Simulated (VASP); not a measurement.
A run of VASP 6.6.1:

File INCAR:

```
PREC = Accurate
ENCUT = 520
EDIFF = 1E-7
ISMEAR = -1
SIGMA = 0.05
LREAL = False
LASPH = True
NELM = 120
ALGO = Fast
ISIF = 2
LWAVE = False
LCHARG = False
ISPIN = 2
MAGMOM = 0 0 2 2 2 0 0 0 0 0 0 0 0 0 0 0 0 0 0 0 0 0
LORBIT = 11
LMAXMIX = 4
GGA = PE
LOPTICS = True
NBANDS = 146
NEDOS = 2000
CSHIFT = 0.1
KPAR = 4
```

Contents of KPOINTS:

```
regular mesh
0
Gamma
  4 4 4
```

Contents of POSCAR:

```
Ba2Tl5V3O12
1.0
    4.2369800000      2.4462200000      6.1284000000
   -4.2369800000      2.4462200000      6.1284000000
    0.0000000000     -4.8924400000      6.1284000000
Ba V Tl O
2 3 5 12
Direct
    0.5000000000      0.5000000000      0.5000000000
    0.0000000000      0.0000000000      0.0000000000
    0.5000000000      0.5000000000      0.0000000000
    0.0000000000      0.5000000000      0.5000000000
    0.5000000000      0.0000000000      0.5000000000
    0.0000000000      0.0000000000      0.5000000000
    0.5000000000      0.0000000000      0.0000000000
    0.0000000000      0.5000000000      0.0000000000
    0.7404500000      0.7404500000      0.7404500000
    0.2595500000      0.2595500000      0.2595500000
    0.7165200000      0.0808900000      0.4124200000
    0.4124200000      0.7165200000      0.0808900000
    0.0808900000      0.4124200000      0.7165200000
    0.5875700000      0.9191100000      0.2834800000
    0.9191100000      0.2834800000      0.5875700000
    0.2834800000      0.5875700000      0.9191100000
    0.2834800000      0.9191100000      0.5875700000
    0.5875700000      0.2834800000      0.9191100000
    0.9191100000      0.5875700000      0.2834800000
    0.4124200000      0.0808900000      0.7165200000
    0.0808900000      0.7165200000      0.4124200000
    0.7165200000      0.4124200000      0.0808900000
```

Potentials or basis: VASP PAW PBE potentials, release 64 (Ba_sv, V_sv, Tl_d, O).

Command:

```sh
$ cat potpaw_PBE.64/Ba_sv/POTCAR potpaw_PBE.64/V_sv/POTCAR potpaw_PBE.64/Tl_d/POTCAR potpaw_PBE.64/O/POTCAR > POTCAR
$ mpirun -np 4 vasp_std > vasp.out
```

Hardware: 4 MPI ranks on Intel(R) Xeon(R) 6975P-C (Granite Rapids), on a shared host.

How long does it take, and how much memory?

Wall time 13 min on 4 MPI ranks on Intel(R) Xeon(R) 6975P-C (Granite Rapids), on a shared host, peak memory 2.4 GiB a rank. Counts: scf iterations 22, k points 13.
